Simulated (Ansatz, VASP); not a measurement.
## Cross-check of Sb (Antimony) between VASP and Ansatz

One calculation is typed for both programs; each brings its own data sets. How far apart do they land? The structure shown is the start of the Ansatz relaxation below; VASP solves that cell, so the two are compared at the walk's first step.

Method: plane waves, with VASP 6.6.1 beside it; single point at PBEsol, in Ansatz 0.2.0.

**1. The structure**

The structure is trigonal, space group R-3m (No. 166). Conventional cell: a = 4.210 Å, b = 4.210 Å, c = 10.499 Å, α = 90.00°, β = 90.00°, γ = 120.00°. Nearest to Sb lie 6 Sb at 2.88 to 3.12 Å.

**2. Ansatz: relaxation, PBEsol**

Ansatz runs on its PAW soft_1 files.

The two programs are compared at the cell with which this relaxation starts, whose forces are those of its first step.

The input, input.yaml:

```yaml
crystal:
  lattice:
    - [2.1048564729, 1.2152394512, 3.4997556169]
    - [-2.1048564729, 1.2152394512, 3.4997556169]
    - [0.0, -2.4304789024, 3.4997556169]
  atoms:
    - { symbol: Sb, position: [0.2400089523, 0.2400089523, 0.2400089523] }
    - { symbol: Sb, position: [0.7599910477, 0.7599910477, 0.7599910477] }
kpoints:
  mp_grid: { grid: [12, 12, 12] }
hamiltonian:
  xc: pbesol
  pseudopotentials: { kind: paw, azcp: { folder: soft_1 }, xc_functional: pbe }
scf:
  occupations: { method: methfessel_paxton, width: 0.2 }
output:
  forces: true
  stress: true
  eigenvalues: true
relax:
  adjacent_minimum: "off"
  f_tol: 0.001
  max_steps: 60
  cell: { stress_tol: 0.01, fix: [volume] }
```

Run with:

```
$ ansatz run input.yaml --threads 4 --pin off --max-ram 10240MiB --backend cpu --events-out ev --progress --plain --runs-dir out
```

Numbers of over 12 decimals in the logs are rounded to 6 here.

Output:

```text
Engine: ansatz 0.2.0, x86_64-unknown-linux-gnu
Pseudopotentials: kind: paw
Pseudopotential: Sb, paw, valence charge 15, recommended cutoff 420 eV (normal), soft_1/Sb.paw.azcp
Functional definition: PBEsol
  exchange = pbesol_x
  correlation = pbesol_c
Crystal: 2 atoms, lattice volume = 53.712 Å³
Basis set: ecut = 420 eV, 1043 PW (Γ), exchange–correlation on 60×60×60 points (8 copies of the dense FFT grid, shifted against one another)
Bands: 19, of which v1, the nominal top of the filled ones, is band 15 counted from 1 (14 counted from 0)
Symmetry: 12 space group operations
Space group: R-3m (ITA 166), of the structure as read, at distance tolerance 3.8e-5 Å
k-points: 189 of 1728
Non-local potential: Sb, projectors of the file, l = 0: 2, l = 1: 2, l = 2: 2, l = 3: 1
PAW form: soft (Blöchl's): semilocal exchange-correlation on the pseudo side does not see the compensation charge
PAW frozen core: Sb, regenerated for the run's functional, and the local potential with it (the file was generated under x = pbe(κ = 0.804, μ = 0.219515), c = pbe(β = 0.066725))
PAW one-centre angular grid: Sb, 590 points (default); XC on 64 Gauss nodes
Initial density: superposition of atomic densities (chi_scale 0.1, normalization cell)
Initial wavefunctions: pseudopotential atomic-orbital guess
Functional: x = pbesol(κ = 0.804, μ = 0.123457), c = pbesol(β = 0.046)
SCF iter   1: F=—  HF=-12816.232350 eV  |F-HF|=—  |Δ(HF+E_count)|=         —  Δρ=1.54e-2  dr2=9.49e-2  ethr=3.10e-3  ⟨swp⟩=5.9  Hψ=18585  notcnv=0
preconditioner: auto → Kerker (q_TF=auto, 2.476 Å⁻¹)  [metal: Δε(μ)=0.049 eV  Ē_g=9.221 eV  σ=0.200 eV  W_gap=0.20  n_scr=14 (ndim 8)  ℏωp=16.0 eV  f_vac=0.000  D(μ)=0.42/eV (n_scr^D=0)]
SCF iter   2: F=—  HF=-12816.227775 eV  |F-HF|=—  |Δ(HF+E_count)|=   4.58e-3  S|Δr|=    0.00e0  Δρ=1.00e-2  dr2=4.19e-2  ethr=3.16e-4  ⟨swp⟩=1.0  Hψ=5103  notcnv=0
SCF iter   3: F=—  HF=-12816.225014 eV  |F-HF|=—  |Δ(HF+E_count)|=   2.76e-3  S|Δr|=    0.00e0  Δρ=1.24e-3  dr2=1.29e-3  ethr=1.40e-4  ⟨swp⟩=2.0  Hψ=6190  notcnv=0
SCF iter   4: F=—  HF=-12816.225113 eV  |F-HF|=—  |Δ(HF+E_count)|=   9.82e-5  S|Δr|=    0.00e0  Δρ=4.95e-4  dr2=1.28e-4  ethr=4.30e-6  ⟨swp⟩=2.0  Hψ=6430  notcnv=0
SCF iter   5: F=—  HF=-12816.225110 eV  |F-HF|=—  |Δ(HF+E_count)|=   2.98e-6  S|Δr|=    0.00e0  Δρ=2.73e-4  dr2=4.97e-5  ethr=4.27e-7  ⟨swp⟩=2.0  Hψ=6425  notcnv=0
SCF iter   6: F=—  HF=-12816.225093 eV  |F-HF|=—  |Δ(HF+E_count)|=   1.67e-5  S|Δr|=    0.00e0  Δρ=6.17e-5  dr2=2.33e-6  ethr=1.66e-7  ⟨swp⟩=2.0  Hψ=6431  notcnv=0
SCF iter   7: F=-12816.225092 eV  HF=-12816.225092 eV  |F-HF|=2.12e-8  |Δ(HF+E_count)|=   7.79e-7  S|Δr|=    0.00e0  Δρ=8.20e-6  dr2=2.79e-8  ethr=3.33e-10  ⟨swp⟩=4.8  Hψ=20514  notcnv=0
SCF 1 converged in 7 iterations: F = -12816.225092 eV  dr2 = 2.79e-8
  greatest PAW one-centre occupation: 0.996 electrons in one spin orbital (limit 2), on the Sb atom at site 1 (counted from 0), in its partial waves of l = 2
relax step   1: F+E_penalty+E_count = -12816.22509218 eV  Δ(F+E_penalty+E_count) = +0.000e0 eV  max|allowed force component| = 8.774e-2 eV/Å  Δτ_max = 0.0000 Å  P = +6.341 GPa  Ω = 53.712 Å³  fix = [volume]  reactions: volume +6.341 GPa  (7 SCF iters, dr2 threshold 1.00e-7 eV, accepted)
[...]
relax step   2: F+E_penalty+E_count = -12816.22623844 eV  Δ(F+E_penalty+E_count) = -1.146e-3 eV  max|allowed force component| = 7.946e-3 eV/Å  Δτ_max = 0.0150 Å  P = +5.996 GPa  Ω = 53.712 Å³  energy of the carried Pulay correction = +2.151e-18 eV  fix = [volume]  reactions: volume +5.996 GPa  (4 SCF iters, dr2 threshold 2.00e-7 eV, accepted)
[...]
relax step   3: F+E_penalty+E_count = -12816.22627370 eV  Δ(F+E_penalty+E_count) = -3.525e-5 eV  max|allowed force component| = 1.578e-3 eV/Å  Δτ_max = 0.0011 Å  P = +6.015 GPa  Ω = 53.712 Å³  energy of the carried Pulay correction = +2.151e-18 eV  fix = [volume]  reactions: volume +6.015 GPa  (3 SCF iters, dr2 threshold 9.49e-9 eV, accepted)
[...]
relax step   4: F+E_penalty+E_count = -12816.22627625 eV  Δ(F+E_penalty+E_count) = -2.550e-6 eV  max|allowed force component| = 2.449e-4 eV/Å  Δτ_max = 0.0003 Å  P = +6.020 GPa  Ω = 53.712 Å³  fix = [volume]  reactions: volume +6.020 GPa  (4 SCF iters, dr2 threshold 7.96e-10 eV, accepted)
[...]
relax step   5: F+E_penalty+E_count = -12816.22627636 eV  Δ(F+E_penalty+E_count) = -1.102e-7 eV  max|allowed force component| = 2.470e-4 eV/Å  Δτ_max = 0.0000 Å  P = +6.019 GPa  Ω = 53.712 Å³  fix = [volume]  reactions: volume +6.019 GPa  stress off target by 3.91e-4 GPa on what of the cell is left free  SCF on the basis re-selected at this cell (its energy is not comparable with the rows above)  (6 SCF iters)
basis re-selected at this cell: Δ(F+E_penalty+E_count) = -1.102e-7 eV, ΔP = -0.000 GPa vs the last step (what re-selecting the basis moved, of the pressure what is left beyond the Pulay correction that the steps carried, after the strain that the cell walked since its last selection, with what the two solves' SCF thresholds leave and, on support functions, any second-order correction that the steps lacked; it is no m [...]
SCF converged after 6 iterations
Stability not checked: this state was not tested for a lower state beside it, because cold or Methfessel-Paxton smearing, or corrected tetrahedra, fill the levels in a way that the test cannot read (fill_not_monotonic; see scf.lower_state_search)
Free energy (F): -12816.226276 eV
Harris-Foulkes:  -12816.226276 eV  (|F-HF|=1.82e-12)
Internal energy: -12816.227554 eV  (E = F + TS)
E sigma→0 (E₀):  -12816.226596 eV
Entropy (-TS):   0.001278 eV (0.639 meV/atom)
Fermi energy:    11.843636 eV
--- Per-component energies (eV) ---
  E_band       = -284.348111
  E_kinetic    = 329.335688
  E_local      = -2962.422260  (includes V_loc(G=0)·N_el)
  E_nonlocal   = 783.390292
  E_hartree    = 1232.046630
  E_xc         = -198.102024
  E_vxc        = -183.806670  (∫ρ·V_xc dr)
  E_paw        = -8935.740262  (= ΣΔE_a)
  E_vpaw       = -714.938715  (= ΣTr[D̂ρ^β])
  E_aug_tail   = 0.000264  (compensation charges beyond the density's cutoff)
  E_ewald      = -3065.399593
  E_core_change = 0.663710  (= ΣΔE_core)
  E_smearing   = 0.001278  (= −TS)
  E_closure    = -0.000000  (closes the sum)
  Σ components = -12816.226276   (vs F -12816.226276, Δ=0.00e0)
--- Forces (eV/Å), atoms counted from 1 ---
  atom   1  Sb     0.00000000     0.00000000     0.00024696
  atom   2  Sb    -0.00000000    -0.00000000    -0.00024696
  max |Σ_I F_I| component: 2.78e-17 eV/Å
--- Stress (GPa, compression-positive) ---
        6.019175       0.000000       0.000000
        0.000000       6.019175      -0.000000
        0.000000      -0.000000       6.019762
  P = ⅓ Tr σ = 6.0194 GPa (60.194 kbar)
--- Band table (eV; the first three rows and the last of 189) ---
  k-point 0: bands = [... 11 lower, 7.8805, 9.9159, 9.9638, 9.9638, 14.9120, 15.1798, 15.1798, 16.6636]
  k-point 1: bands = [... 11 lower, 7.2899, 9.9315, 9.9682, 10.3559, 14.6805, 14.8427, 14.9231, 16.4276]
  k-point 2: bands = [... 11 lower, 6.1463, 9.9708, 9.9914, 10.9242, 14.0293, 14.0825, 14.3303, 16.3994]
  k-point 188: bands = [... 11 lower, 2.0273, 10.7429, 10.7429, 11.4926, 11.4926, 11.7833, 12.6683, 20.1469]
--- Relaxed structure (4 steps of the walk, 4 accepted, 1 SCFs on fresh bases) ---
  F+E_penalty+E_count = -12816.22627636 eV   max|allowed force component| = 2.470e-4 eV/Å   (the final SCF, on the basis selected at the relaxed cell)
  cell:  # Å, volume = 53.7122 Å³
    - [2.107781, 1.216928, 3.490052]
    - [-2.107781, 1.216928, 3.490052]
    - [0, -2.433856, 3.490052]
  atoms:
    - { symbol: Sb, position: [0.241297, 0.241297, 0.241297] }
    - { symbol: Sb, position: [0.758703, 0.758703, 0.758703] }
```

**3. VASP: single point, PBEsol, start cell, pair 1**

The same cell, functional, mesh and smearing now go to VASP, with its own data sets.

Lines of VASP's logs that name or quote its potential files are left out, and so is its time.

The input, INCAR:

```
SYSTEM = Sb
PREC = Accurate
ENCUT = 400
EDIFF = 1E-06
NELM = 120
ISMEAR = 1
SIGMA = 0.2
LREAL = .FALSE.
ALGO = Normal
GGA = PS
NBANDS = 11
LORBIT = 11
LWAVE = .FALSE.
LCHARG = .FALSE.
ISIF = 2
LASPH = .TRUE.
GGA_COMPAT = .FALSE.
KPAR = 2
```

The input, POSCAR:

```
Sb
1.0
    2.1048560000      1.2152390000      3.4997560000
   -2.1048560000      1.2152390000      3.4997560000
    0.0000000000     -2.4304790000      3.4997560000
Sb
2
Direct
    0.2400089554      0.2400089554      0.2400088567
    0.7599910865      0.7599910865      0.7599907738
```

The input, KPOINTS:

```
Automatic mesh
0
Gamma
12 12 12
0 0 0
```

The projector-augmented-wave data sets are Sb (PBE family, release 64).

Run with:

```
$ mpirun -np 2 vasp_std
```

Output:

```text
[banner, memory and clock lines left out]
running    2 mpi-ranks, on    1 nodes
 distrk:  each k-point on    1 cores,    2 groups
 distr:  one band on    1 cores,    1 groups

 POSCAR found type information on POSCAR Sb
 POSCAR found :  1 types and       2 ions
|                                                                             |
|               ----> ADVICE to this user running VASP <----                  |
|                                                                             |
|     You enforced a specific xc type in the INCAR file but a different       |
|     [... a line on the potential file left out ...]
|     I HOPE YOU KNOW WHAT YOU ARE DOING!                                     |
|                                                                             |

 LDA part: xc-table for (Slater+PW92), standard interpolation
 POSCAR, INCAR and KPOINTS ok, starting setup
 FFT: planning ... GRIDC
 FFT: planning ... GRID_SOFT
 FFT: planning ... GRID
 WAVECAR not read
 entering main loop
       N       E                     dE             d eps       ncg     rms          rms(c)
DAV:   1     0.288603061778E+02    0.28860E+02   -0.31688E+03  4158   0.587E+02
DAV:   2    -0.749897897886E+01   -0.36359E+02   -0.35067E+02  5408   0.106E+02
DAV:   3    -0.901630811154E+01   -0.15173E+01   -0.15007E+01  5100   0.239E+01
DAV:   4    -0.902876672062E+01   -0.12459E-01   -0.12454E-01  4656   0.256E+00
DAV:   5    -0.902889731914E+01   -0.13060E-03   -0.13060E-03  4881   0.291E-01    0.335E+00
DAV:   6    -0.901821412389E+01    0.10683E-01   -0.19730E-03  4617   0.265E-01    0.203E+00
DAV:   7    -0.901198763139E+01    0.62265E-02   -0.46645E-03  4509   0.407E-01    0.501E-02
DAV:   8    -0.901200390691E+01   -0.16276E-04   -0.11734E-04  4617   0.756E-02    0.149E-02
DAV:   9    -0.901200826322E+01   -0.43563E-05   -0.10490E-05  4737   0.205E-02    0.623E-03
DAV:  10    -0.901200782206E+01    0.44116E-06   -0.95683E-07  2971   0.575E-03
   1 F= -.90120078E+01 E0= -.90125481E+01  d E =0.162080E-02
```

From OUTCAR (step 3):

```text
ion  position               nearest neighbor table
   1  0.240  0.240  0.240-   2 2.88   2 2.88   2 2.88   2 3.12   2 3.12   2 3.12
   2  0.760  0.760  0.760-   1 2.88   1 2.88   1 2.88   1 3.12   1 3.12   1 3.12

  LATTYP: Found a trigonal (rhomboedric) cell.
 ALAT       =     4.2609290850
 COS(alpha) =     0.5119478806

 Subroutine GETGRP returns: Found 12 space group operations
 (whereof 12 operations were pure point group operations)

The static configuration has the point symmetry D_3d.

 Found    189 irreducible k-points:

   k-points           NKPTS =    189   k-points in BZ     NKDIM =    189   number of bands    NBANDS=     11

   dimension x,y,z NGX =    28 NGY =   28 NGZ =   28
   dimension x,y,z NGXF=    56 NGYF=   56 NGZF=   56

   ENCUT  =  400.0 eV  29.40 Ry    5.42 a.u.   6.95  6.95  6.95*2*pi/ulx,y,z

   NELECT =      10.0000    total number of electrons

 k-points in reciprocal lattice and weights: Automatic mesh
   0.00000000  0.00000000  0.00000000       0.001
   0.08333333 -0.00000000 -0.00000000       0.003
   0.16666667 -0.00000000  0.00000000       0.003
   0.25000000 -0.00000000 -0.00000000       0.003
   0.33333333 -0.00000000  0.00000000       0.003
   0.41666667 -0.00000000  0.00000000       0.003
   0.50000000 -0.00000000 -0.00000000       0.002
   0.08333333  0.08333333 -0.00000000       0.003
   0.16666667  0.08333333 -0.00000000       0.007
[...]
-0.41666667  0.50000000  0.41666667       0.003
   0.50000000  0.50000000  0.50000000       0.001

 average (electrostatic) potential at core
       1 -84.2552       2 -84.2552

 E-fermi :   8.4978

 k-point     1 :       0.0000    0.0000    0.0000
  band No.  band energies     occupation
      1      -4.9291      2.00000
      2       4.5433      2.00000
      3       6.5204      2.00000
      4       6.5763      2.00000
      5       6.5763      2.00000
      6      11.4053     -0.00000
      7      11.7593     -0.00000
      8      11.7593     -0.00000
      9      13.2666      0.00000
     10      13.2666      0.00000
    ...

 k-point     2 :       0.0833   -0.0000   -0.0000
  band No.  band energies     occupation
      1      -4.8442      2.00000
      2       3.9419      2.00000
      3       6.5353      2.00000
      4       6.5773      2.00000
      5       6.9728      2.00000
      6      11.2163     -0.00000
      7      11.4436     -0.00000
      8      11.5119     -0.00000
      9      13.0153      0.00000
     10      13.3344      0.00000
    ...

 k-point     3 :       0.1667   -0.0000    0.0000
  band No.  band energies     occupation
      1      -4.5902      2.00000
      2       2.7867      2.00000
      3       6.5695      2.00000
      4       6.5906      2.00000
      5       7.5387      2.00000
      6      10.6308     -0.00000
      7      10.7107     -0.00000
      8      10.9288     -0.00000
      9      12.9686      0.00000
     10      13.6369      0.00000
    ...

  Total        2.2407872      2.2407878      2.1798543      0.0000000     -0.0000002      0.0000000
  in kB       66.8402371     66.8402542     65.0226741      0.0000000     -0.0000062      0.0000000
  external PRESSURE =      66.2343885 kB  Pullay stress =       0.0000000 kB

  energy-cutoff  :      400.00
  volume of cell :       53.71
      direct lattice vectors                 reciprocal lattice vectors
     2.104856000  1.215239000  3.499756000     0.237545941  0.137147196  0.095244748
    -2.104856000  1.215239000  3.499756000    -0.237545941  0.137147196  0.095244748
     0.000000000 -2.430479000  3.499756000     0.000000000 -0.274294391  0.095244709

 POSITION                                       TOTAL-FORCE (eV/Angst)
 -----------------------------------------------------------------------------------
      0.00000     -0.00000      2.51992         0.000000     -0.000000      0.137069
      0.00000      0.00000      7.97935         0.000000      0.000000     -0.137069
 -----------------------------------------------------------------------------------
    total drift:                                0.000000     -0.000157      0.000158

  FREE ENERGIE OF THE ION-ELECTRON SYSTEM (eV)
  ---------------------------------------------------
  free  energy   TOTEN  =        -9.0120078221 eV

  energy  without entropy=       -9.0136286265  energy(sigma->0) =       -9.01254809

 total charge
# of ion       s       p       d       tot
------------------------------------------
    1        1.209   1.188   0.048   2.444
    2        1.209   1.188   0.048   2.444
--------------------------------------------------
tot          2.418   2.376   0.095   4.889

[... 3 further parts left out ...]
```

The run ends at a pressure of 6.62 GPa, with forces up to 0.14 eV/Å.

**4. Side by side**

Known differences besides the potentials themselves: the data sets hold 30 valence electrons in Ansatz (on its PAW soft_1 files) and 10 in VASP; the cutoff is 420 eV in Ansatz and 400 eV in VASP; Ansatz makes its cores anew for this functional, VASP keeps those of its PBE data sets. Total energies have different zeros and are not compared.

Forces (eV/Å; atoms numbered as in POSCAR):

```
atom        Ansatz x, y, z          VASP x, y, z
 Sb1   0.000, 0.000, 0.088   0.000, 0.000, 0.137
 Sb2  0.000, 0.000, -0.088  0.000, 0.000, -0.137
```

The forces differ by 28 meV/Å r.m.s., which is 36.0 % of the r.m.s. force of 0.079 eV/Å (both taken over all components).

**5. What the set-up changes**

Further runs change the set-up of one program: Ansatz's method, potentials or start, or VASP's data sets, cutoff or form of LDA. The table gives that difference for each run.

```
                         run  r.m.s. force difference (meV/Å)
                    as above                               28
VASP with a cutoff of 500 eV (perhaps on Ansatz's relaxed cell)                               25
```

**6. Ansatz: relaxation, PBEsol**

The two programs are compared at the cell with which this relaxation starts, whose forces are those of its first step. The cell compared in this pair holds 54.91 Å³, against 53.71 Å³ for the pair before.

The structure compared here is the start of the Ansatz relaxation; VASP solves that cell, so the two are compared at the walk's first step.

input.yaml, the sections that differ from step 2:

```yaml
crystal:
  lattice:
    - [2.1166222998, 1.2220324546, 3.537865164]
    - [-2.1166222998, 1.2220324546, 3.537865164]
    - [0.0, -2.4440649092, 3.537865164]
  atoms:
    - { symbol: Sb, position: [0.2388361445, 0.2388361445, 0.2388361445] }
    - { symbol: Sb, position: [0.7611638555, 0.7611638555, 0.7611638555] }
# kpoints, hamiltonian, scf, output, relax: as in step 2
```

Run with:

```
$ ansatz run input.yaml --threads 4 --pin off --max-ram 10240MiB --backend cpu --events-out ev --progress --plain --runs-dir out
```

Output:

```text
[...]
Crystal: 2 atoms, lattice volume = 54.906 Å³
Basis set: ecut = 420 eV, 1067 PW (Γ), exchange–correlation on 60×60×60 points (8 copies of the dense FFT grid, shifted against one another)
Bands: 19, of which v1, the nominal top of the filled ones, is band 15 counted from 1 (14 counted from 0)
Symmetry: 12 space group operations
[...]
k-points: 189 of 1728
[...]
k-point 188: bands = [... 11 lower, 1.8502, 10.3636, 10.3636, 11.2226, 11.2226, 11.3403, 12.3524, 19.5772]
--- Relaxed structure (4 steps of the walk, 4 accepted, 1 SCFs on fresh bases) ---
[...]
cell:  # Å, volume = 54.9059 Å³
    - [2.120334, 1.224175, 3.525490]
    - [-2.120334, 1.224175, 3.525490]
    - [4.58373306878211e-19, -2.448351, 3.525490]
  atoms:
    - { symbol: Sb, position: [0.240009, 0.240009, 0.240009] }
    - { symbol: Sb, position: [0.759991, 0.759991, 0.759991] }
[key lines of the parts left out:]
SCF converged after 6 iterations
Free energy (F): -12816.265269 eV
Fermi energy:    11.511612 eV
P = ⅓ Tr σ = 4.4825 GPa (44.825 kbar)
```

(Continued in part 2 of 2.)

[Lines on the potential files, build, host, timing and source positions are cut from VASP's logs without a mark.]

[Logs are printed without paths, hosts, clocks, repeated set-up lines and the standing remarks that a program may print on its own settings, such as how far it seeks lower states.]

[Hosts, paths, dates, database ids (printed as entryN), source tags and the programs' standing remarks are cut or masked in the printed files.]

[Rows of further runs with another cutoff or data set may stand on the cell that Ansatz relaxed, not on the start cell of the pair above them.]
